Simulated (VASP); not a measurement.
An input for Quantum ESPRESSO's pw.x (written as the equivalent of a VASP run, and not itself run):

```
&CONTROL
  calculation = 'scf'
  pseudo_dir = './pseudo'
  outdir = './out'
  tprnfor = .true.
  tstress = .true.
/
&SYSTEM
  ibrav = 0
  nat = 4
  ntyp = 2
  ecutwfc = 98
  occupations = 'smearing'
  smearing = 'methfessel-paxton'
  degauss = 0.00735
  input_dft = 'rpbe'
  nspin = 2
  starting_magnetization(1) = 0.3
  starting_magnetization(2) = 0.07
/
&ELECTRONS
  conv_thr = 7.3e-09
  electron_maxstep = 100
/
ATOMIC_SPECIES
  Fe 55.845 Fe.upf
  Ni 58.693 Ni.upf
CELL_PARAMETERS angstrom
     3.5081290    0.0000000    0.0000000
     0.0000000    3.5081290    0.0000000
     0.0000000    0.0000000    3.5081290
ATOMIC_POSITIONS crystal
  Fe   0.0000000  0.0000000  0.0000000
  Ni   0.0000000  0.5000000  0.5000000
  Ni   0.5000000  0.0000000  0.5000000
  Ni   0.5000000  0.5000000  0.0000000
K_POINTS automatic
  9 9 9 0 0 0
```

Problem. Translate this input to VASP (INCAR, KPOINTS, POSCAR, choice of POTCAR).

Solution. One answer among several that fit: 
**INCAR**
```
SYSTEM = Ni3Fe
PREC = Accurate
ENCUT = 520
EDIFF = 1E-7
NELM = 100
ALGO = Normal
LREAL = .FALSE.
LASPH = .TRUE.
ISMEAR = 1
SIGMA = 0.1
GGA = RP
LMAXMIX = 4
ISPIN = 2
MAGMOM = 3.0 0.7 0.7 0.7
LORBIT = 10
LWAVE = .FALSE.
LCHARG = .FALSE.
ISIF = 2
```

**KPOINTS**
```
kpoints
0
G
 9 9 9
```

File POSCAR:
```
Ni3Fe
1
    3.5081290186     0.0000000000     0.0000000000
    0.0000000000     3.5081290186     0.0000000000
    0.0000000000     0.0000000000     3.5081290186
Fe Ni
1 3
Direct
  0.0000000000   0.0000000000   0.0000000000
  0.0000000000   0.5000000000   0.5000000000
  0.5000000000   0.0000000000   0.5000000000
  0.5000000000   0.5000000000   0.0000000000
```

POTCAR, in this order: Fe Ni (PBE.64 set). Program: vasp_std.

Limits of the translation: the potentials are each code's own (VASP's PAW set, PseudoDojo norm-conserving files in pw.x), so ENCUT and ecutwfc are chosen apart and not converted; conv_thr bounds pw.x's estimated SCF error, while EDIFF bounds the energy change between steps; starting_magnetization is a fraction of the valence charge and MAGMOM a moment in μB, so they match only roughly.

The compound is Ni3Fe in the L1_2 structure. This cell is one point of a volume scan, at 0.94 of the reference volume.
